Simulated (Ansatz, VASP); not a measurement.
# Moving the dispersion correction in BeLu

The cell as given:

```yaml
crystal:
  lattice:
    - [3.32037, 0.00000, 0.00000]
    - [0.00000, 3.32037, 0.00000]
    - [0.00000, 0.00000, 3.32037]
  atoms:
    - { symbol: Lu, position: [0.00000, 0.00000, 0.00000] }
    - { symbol: Be, position: [0.50000, 0.50000, 0.50000] }
```

The cell comes from a database or a generator and needn't be the stable form of this composition.

Kept alike: task relaxation of cell and atoms; functional revPBE; k mesh 8 × 8 × 8; occupations fermi-dirac, width 0.05 eV; no spin polarisation. Program: Ansatz, Ansatz PAW, cutoff 420 eV. The mesh is that of the run's cell of 2 atoms. No spin-orbit coupling.

```csv
dispersion correction,volume (Å³/atom)
D3(BJ),17.368
D4,18.234
none,18.775
```

The relaxations keep at least the cell's symmetry (Pm-3m). For a metal such a mesh leaves the last digits unconverged. Relaxations stop with a little pressure left, so the last digits of a volume or edge aren't settled. All rows use potentials made for PBE.

Task: What does the dispersion correction change here?

Result: The volume runs from 17.368 (D3(BJ)) to 18.775 Å³/atom (none). Against no correction: D3(BJ) -7.5 %; D4 -2.9 %. Dispersion terms mostly attract and so lower the volume; the schemes' coefficients and damping set how far. A twin series (VASP, PBE PAW files Be, Lu, 600 eV) moves it by +1.4084 between D3(BJ) and none, against +1.4072 Å³/atom here.
